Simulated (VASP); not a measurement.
Level of theory: RPBE GGA, VASP's PBE PAW potentials (set 64) (plane waves; VASP).

A VASP calculation is set up with these files.

POSCAR:
```
Hf
1
    1.6141951718    -2.7958680115     0.0000000000
    1.6141951718     2.7958680115     0.0000000000
    0.0000000000     0.0000000000     5.1081021601
Hf
2
Direct
  0.3333330000   0.6666670000   0.2500000000
  0.6666670000   0.3333330000   0.7500000000
```

**KPOINTS**
```
k-points along high-symmetry lines
10
Line-mode
Reciprocal
  0.000000   0.000000   0.000000 ! GAMMA
  0.000000   0.500000   0.000000 ! M

  0.000000   0.500000   0.000000 ! M
 -0.333333   0.666667   0.000000 ! K

 -0.333333   0.666667   0.000000 ! K
  0.000000   0.000000   0.000000 ! GAMMA

  0.000000   0.000000   0.000000 ! GAMMA
  0.000000   0.000000   0.500000 ! A

  0.000000   0.000000   0.500000 ! A
  0.000000   0.500000   0.500000 ! L

  0.000000   0.500000   0.500000 ! L
 -0.333333   0.666667   0.500000 ! H

 -0.333333   0.666667   0.500000 ! H
  0.000000   0.000000   0.500000 ! A

  0.000000   0.500000   0.500000 ! L
  0.000000   0.500000   0.000000 ! M

 -0.333333   0.666667   0.500000 ! H
 -0.333333   0.666667   0.000000 ! K
```

INCAR:
```
ICHARG=11   ! fixed density
PREC=Accurate
LORBIT=11   ! lm-projected
LASPH=.TRUE.
SYSTEM=Hf
LREAL=.FALSE.   ! projection in real space or not
SIGMA=0.05   ! width (eV)
ALGO=Normal
LWAVE=.FALSE.
LCHARG=.FALSE.
LMAXMIX=6
ENCUT=520   ! plane-wave cut-off (eV)
GGA=RP   ! RPBE
ISMEAR=0   ! Gaussian
EDIFF=1E-7
NELM=100
```

POTCAR, in this order: Hf_pv (PBE.64 set). Program: vasp_std. Read from the step before: CHGCAR.

**Question.** What will the output report for the number of irreducible k-points (NKPTS), largest plane-wave count, number of space-group operations, FFT grid (NGX, NGY, NGZ)?

**Answer.** 
- number of irreducible k-points (NKPTS) = 90
- largest plane-wave count = 1269
- number of space-group operations = 24
- FFT grid (NGX, NGY, NGZ) = 24 × 24 × 40

The compound is Hf in the hcp structure. It was relaxed first.
